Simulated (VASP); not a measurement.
Set up this calculation in VASP 6.6.1, as the native input.

| Item | Value |
| --- | --- |
| Task | single point |
| Functional | PBE |
| Potentials or basis | VASP PAW PBE potentials, release 64 (Mg, Ti_sv, Nb_sv, O) |
| Cutoff | 520 eV |
| k mesh | 6 × 6 × 6 |
| Occupations | gaussian, width 0.1 eV |
| Spin | collinear spin, typed start |
| Starting moments | [0.0, 1.0, 0.0, 0.0, 0.0, 0.0, 0.0] μB |
| Hubbard terms | Ti d U = 4.0 eV |
| Dipole correction | no |
| Further INCAR settings | ALGO = Normal; EDIFF = 1e-06; NBANDS = 38 |

The structure of MgTiNbO4 lies in POSCAR:

```
MgTiNbO4
1.0
    4.7102639963     -2.1029487473      0.0000000000
    4.7102639963      2.1029487473      0.0000000000
   -1.8668007880      0.0000000000      3.7667838392
Mg Ti Nb O
1 1 1 4
Direct
    0.5085310000      0.5085310000      0.5094150000
    0.7585610000      0.7585610000      0.2571020000
    0.0084910000      0.0084910000      0.0092840000
    0.0089950000      0.0089950000      0.5098340000
    0.7505665000      0.7505665000      0.7497030000
    0.5079740000      0.5079740000      0.0086320000
    0.2664070000      0.2664070000      0.2655550000
```

The cell comes from a database or a generator and needn't be the stable form of this composition.

The input as run:

INCAR

```
SYSTEM = MgTiNbO4
PREC = Accurate
ENCUT = 520
EDIFF = 1E-6
ISMEAR = 0
SIGMA = 0.1
LREAL = .FALSE.
LASPH = .TRUE.
NELM = 150
ALGO = Normal
ISIF = 2
LWAVE = .FALSE.
LCHARG = .FALSE.
ISPIN = 2
MAGMOM = 0 1 0 0 0 0 0
LORBIT = 11
LMAXMIX = 4
LDAU = .TRUE.
LDAUTYPE = 2
LDAUL = -1 2 -1 -1
LDAUU = 0 4 0 0
LDAUJ = 0 0 0 0
LDAUPRINT = 1
GGA = PE
NBANDS = 38
```

KPOINTS

```
Automatic mesh
0
G
  6 6 6
  0 0 0
```

Potentials or basis: VASP PAW PBE potentials, release 64 (Mg, Ti_sv, Nb_sv, O).

Launch:

```console
$ cat potpaw_PBE.64/Mg/POTCAR potpaw_PBE.64/Ti_sv/POTCAR potpaw_PBE.64/Nb_sv/POTCAR potpaw_PBE.64/O/POTCAR > POTCAR
$ mpirun -np 1 vasp_std > vasp.out
```

Results of the run:

```yaml
Pressure: 0.5 GPa
Largest_force: 0.104 eV/Å
Band_gap_on_the_k_mesh: none (metal or under the smearing width)
Net_moment: 0.00 μB per cell
Valence_electrons_inside_the_program's_atomic_spheres: Mg 0.41; Ti 10.12; Nb 10.56; O 5.08, 5.04
```

It took 5.5 min on 1 thread of Intel(R) Xeon(R) 6975P-C (Granite Rapids), on a shared host, peak memory 0.48 GiB.
